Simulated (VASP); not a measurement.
Input of a VASP 6.6.1 run:

File INCAR:

```
SYSTEM = CsHgS
  ALGO = Fast
  EDIFF = 1E-6
  ENCUT = 520
  GGA = PE
  ISIF = 2
  ISMEAR = 0
  LASPH = .TRUE.
  LCHARG = .TRUE.
  LELF = .TRUE.
  LREAL = .FALSE.
  LVHAR = .TRUE.
  LWAVE = .FALSE.
  NBANDS = 20
  NELM = 60
  PREC = Accurate
  SIGMA = 0.1
```

File KPOINTS:

```
k-points
0
G
  4 4 4
  0 0 0
```

The input POSCAR:

```
CsHgS
1.0
    5.3098111960      0.0000000000      0.0000000000
    0.0000000000      5.3098111960      0.0000000000
    0.0000000000      0.0000000000      5.0870674263
Cs Hg S
1 1 1
Direct
    0.0000000000      0.0000000000      0.5000000000
    0.5000000000      0.5000000000      0.5000000000
    0.5000000000      0.5000000000      0.0000000000
```

Potentials or basis: VASP PAW PBE potentials, release 64 (Cs_sv, Hg, S).

Run with:

```console
$ cat potpaw_PBE.64/Cs_sv/POTCAR potpaw_PBE.64/Hg/POTCAR potpaw_PBE.64/S/POTCAR > POTCAR
$ mpirun -np 1 vasp_std > vasp.out
```

(1) Predict the band gap on the k mesh.

(2) Estimate the pressure.

Results:

(1) none (metal or under the smearing width).

(2) 0.1 GPa.
